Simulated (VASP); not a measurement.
Runs of VASP 6.6.1 on CsTaS2. It takes space group P-6m2 (No. 187, hexagonal). The conventional cell has a = 3.542 Å, b = 3.542 Å, c = 8.268 Å, α = 90.00°, β = 90.00°, γ = 120.00°. Around Cs (site symmetry -6m2) lie 6 S at 3.33 Å and 6 Cs at 3.54 Å. Around Ta (site symmetry -6m2) lie 6 S at 2.54 Å. S (site symmetry 3m) is surrounded by 3 Ta at 2.54 Å. The cell was built by a generator and needn't be a form met in nature.

| level | gap on the mesh (eV) | pressure (GPa) | relaxed volume (Å³/atom) | largest force (eV/Å) |
| --- | --- | --- | --- | --- |
| PBE+D3(BJ) | 0.28 | 0.0 | (b) | - |
| PBE+D4 | 0.28 | -0.1 | 21.98 | - |
| PBE+TS-HI | (c) | 0.0 | 21.32 | 0.01 |
| PBE+D2 | 0.40 | 0.0 | (a) | - |
| PBE | 0.29 | 0.0 | 22.55 | - |
| PBE+TS | 0.34 | 0.0 | 22.27 | - |
| PBE+D3 | 0.24 | 0.0 | 21.98 | 0.01 |

Alike in all rows: task relaxation of cell and atoms; potentials or basis VASP PAW PBE potentials, release 64 (Cs_sv, Ta_pv, S); no spin polarisation; cell relaxed; k mesh 7 × 7 × 3; cutoff (eV) 600; smearing fermi-dirac 0.05 eV.

Estimate the missing entries.

(a) 21.81; (b) 21.71; (c) 0.15.

Caveats: spin-orbit coupling is left out, which moves the levels of the heavy elements; an odd mesh through Γ misses points on the zone boundary, where band edges often lie.

A k mesh can miss the band edges, and the runs leave out spin-orbit coupling on Cs, Ta.
